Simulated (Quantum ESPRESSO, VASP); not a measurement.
Input for VASP

KPOINTS:
```
Automatic mesh
0
Gamma
8 8 8
0 0 0
```

**POSCAR**
```
BaHfO3
1.0
  4.1700000000   0.0000000000   0.0000000000
  0.0000000000   4.1700000000   0.0000000000
  0.0000000000   0.0000000000   4.1700000000
Ba Hf O
1 1 3
Cartesian
  0.0000000000   0.0000000000   0.0000000000
  2.0850000000   2.0850000000   2.0850000000
  2.0850000000   0.0000000000   2.0850000000
  0.0000000000   2.0850000000   2.0850000000
  2.0850000000   2.0850000000   0.0000000000
```

**INCAR**
```
SYSTEM = BaHfO3
PREC = Accurate
ENCUT = 400
EDIFF = 1E-6
NELM = 100
ALGO = Normal
LREAL = .FALSE.
LASPH = .TRUE.
ISMEAR = -1
SIGMA = 0.01
GGA = PS
LMAXMIX = 6
LWAVE = .FALSE.
LCHARG = .FALSE.
ISIF = 2
```

POTCAR, in this order: Ba_sv Hf_pv O (PBE.64 set). Program: vasp_std.

Q: Translate it to Quantum ESPRESSO.

A: One input that does it (PBEsol, GBRV 1.5 ultrasoft (PBESOL) pseudopotentials):
```
&control
 calculation = 'scf'
 prefix = 'run'
 outdir = './out'
 pseudo_dir = './'
 tprnfor = .true.
 tstress = .true.
/
&system
 ibrav = 1
 celldm(1) = 7.880157940
 nat = 5
 ntyp = 3
 ecutwfc = 40
 ecutrho = 320
 occupations = 'smearing'
 smearing = 'fermi-dirac'
 degauss = 0.000734986
/
&electrons
 conv_thr = 1.0e-11
 mixing_beta = 0.4
/
ATOMIC_SPECIES
Ba   137.3270  ba_pbesol_v1.uspp.F.UPF
Hf   178.4900  hf_pbesol_v1.uspp.F.UPF
O     15.9990  o_pbesol_v1.2.uspp.F.UPF
ATOMIC_POSITIONS bohr
Ba    0.000000000    0.000000000    0.000000000
Hf    3.940078970    3.940078970    3.940078970
O     3.940078970    0.000000000    3.940078970
O     0.000000000    3.940078970    3.940078970
O     3.940078970    3.940078970    0.000000000
K_POINTS automatic
8 8 8  0 0 0
```
Both are inputs of real runs that ended normally. What can't carry over is the choice of potentials or basis and its cut-off, and each code's defaults.

The structure is a typed BaHfO3 crystal. The cell was not relaxed at this level, and it may have been scaled.
